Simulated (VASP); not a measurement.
Hf$_{3}$Si (relaxed from the D03 structure, space group Fm-3m): computed properties

Computed with PBEsol GGA, VASP's PBE PAW potentials (set 64) (plane waves; VASP).

For Hf$_{3}$Si, the space group is Fm-3m (225) and the cell is a = b = c = 6.6694 Å, α = β = γ = 90.00°. The volume per atom is 18.54 Å³/atom and the band gap (over mesh and band path) comes out as none (metal, semimetal or under 0.01 eV). The density comes out as 12.62 g/cm³.

```yaml
crystal:
  lattice:
    - [0.00000, 3.33469, 3.33469]
    - [3.33469, 0.00000, 3.33469]
    - [3.33469, 3.33469, 0.00000]
  atoms:
    - { symbol: Si, position: [0.00000, 0.00000, 0.00000] }
    - { symbol: Hf, position: [0.50000, 0.50000, 0.50000] }
    - { symbol: Hf, position: [0.25000, 0.25000, 0.25000] }
    - { symbol: Hf, position: [0.75000, 0.75000, 0.75000] }
```

Unless said otherwise, spin-orbit coupling is left out, though it shifts the bands of the heavy elements here.

The structure was generated: Hf3Si was put into the D03 type (Fm-3m), which need not be its known phase. It was relaxed first, which changed the volume by -29 %. Symmetry was kept, so distortions that lower it aren't found.
